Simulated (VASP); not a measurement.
Input of a VASP 6.6.1 run:

File INCAR:

```
SYSTEM = Ti
PREC = Accurate ; ENCUT = 520
EDIFF = 1E-6 ; ISMEAR = -1
SIGMA = 0.05 ; LREAL = .FALSE.
LASPH = .TRUE. ; NELM = 80
ALGO = Normal ; ISIF = 2
LWAVE = .FALSE. ; LCHARG = .FALSE.
LDIPOL = .TRUE. ; IDIPOL = 3
DIPOL = 0.5 0.5 0.500 ; GGA = PE
EFIELD = 0.3 ; LVHAR = .TRUE.
LVACPOTAV = .TRUE.
```

The input KPOINTS:

```
regular mesh
0
G
  10 10 1
  0 0 0
```

The input POSCAR:

```
Ti
1.0
    2.9499978604      0.0000000000      0.0000000000
   -1.4749989302      2.5547730882      0.0000000000
    0.0000000000      0.0000000000     26.7150000000
Ti
6
Direct
    0.6666666667      0.3333333334      0.2807411567
    0.3333333333      0.6666666666      0.3684446940
    0.6666666667      0.3333333334      0.4561482313
    0.3333333333      0.6666666666      0.5438517687
    0.6666666667      0.3333333334      0.6315553060
    0.3333333333      0.6666666666      0.7192588433
```

Potentials or basis: VASP PAW PBE potentials, release 64 (Ti_sv).

Command:

```console
$ cat potpaw_PBE.64/Ti_sv/POTCAR > POTCAR
$ mpirun -np 1 vasp_std > vasp.out
```

Q: Predict the band gap on the k mesh.

A: None (metal or under the smearing width).

Q: What does it give for the largest force?

A: 0.625 eV/Å.

Forces on the atoms (eV/Å):
```
Ti   0.000  0.000  0.619
Ti   0.000  0.000 -0.588
Ti   0.000  0.000  0.071
Ti   0.000  0.000 -0.069
Ti   0.000  0.000  0.592
Ti   0.000  0.000 -0.625
```
